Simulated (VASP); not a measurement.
The input files of a VASP run:

### KPOINTS
```
kpoints
0
G
  7 7 7
0 0 0
```

INCAR:
```
SYSTEM = MgS
PREC = Accurate
ENCUT = 400
EDIFF = 1E-6
NELM = 100
ALGO = Normal
LREAL = .FALSE.
LASPH = .TRUE.
ISMEAR = 0
SIGMA = 0.05
GGA = PE
LWAVE = .FALSE.
LCHARG = .FALSE.
ISIF = 3
IBRION = 2
NSW = 40
EDIFFG = -0.01
```

File POSCAR:
```
MgS
1.0
  0.0000000000   2.6000000000   2.6000000000
  2.6000000000   0.0000000000   2.6000000000
  2.6000000000   2.6000000000   0.0000000000
Mg S
1 1
Cartesian
  0.0000000000   0.0000000000   0.0000000000
  2.6000000000   2.6000000000   2.6000000000
```

POTCAR, in this order: Mg S (PBE.64 set). Program: vasp_std.

Q: Write an equivalent input for Ansatz.

A: One equivalent input (not run):
Ansatz 0.2 input:
```yaml
crystal:
  lattice:
    - [0.0000000, 2.6000000, 2.6000000]
    - [2.6000000, 0.0000000, 2.6000000]
    - [2.6000000, 2.6000000, 0.0000000]
  atoms:
    - { symbol: Mg, position: [0.0000000, 0.0000000, 0.0000000] }
    - { symbol: S, position: [0.5000000, 0.5000000, 0.5000000] }
kpoints:
  mp_grid: { grid: [7, 7, 7] }
hamiltonian:
  xc: pbe
  pseudopotentials: { kind: paw }
scf:
  occupations: { method: gaussian, width: 0.05 }
  max_iter: 100
relax:
  max_steps: 40
  f_tol: 0.01
  cell: {}
output: { forces: true, stress: true, eigenvalues: true }
```
Limits of the translation: each code has its own PAW files, so the cut-off isn't converted (ENCUT is set for VASP's; basis.ecutwfc is left out, and Ansatz then takes the one that its files recommend); Ansatz stops its SCF on the density residual and VASP on the energy change (EDIFF).

The compound is MgS in the rock salt structure. This run relaxes it. Symmetry was kept, so distortions that lower it aren't found.
